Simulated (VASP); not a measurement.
Input:

```xyz
2
Lattice="-2.9335 2.9335 1.6139 2.9335 -2.9335 1.6139 2.9335 2.9335 -1.6139" Properties=species:S:1:pos:R:3 pbc="T T T"
Sn     2.9335     0.0000     0.8069
Sn     0.0000     5.8670     0.0000
```

Computed with PBE GGA, VASP's PBE PAW potentials (set 64) (plane waves; VASP 6.6.1). Numerical set-up: 480 eV cut-off, 12×12×12 Γ-centred mesh, first-order Methfessel-Paxton smearing of 0.10 eV, potentials Sn_d.

Give the stress tensor in GPa (positive for a compressed cell).

```
1.33  0.00  0.00
0.00  1.33  0.00
0.00  0.00  0.59
```
The pressure is its mean diagonal, 1.08 GPa.

The compound is Sn in the beta structure. This cell was strained or had an atom moved on purpose.
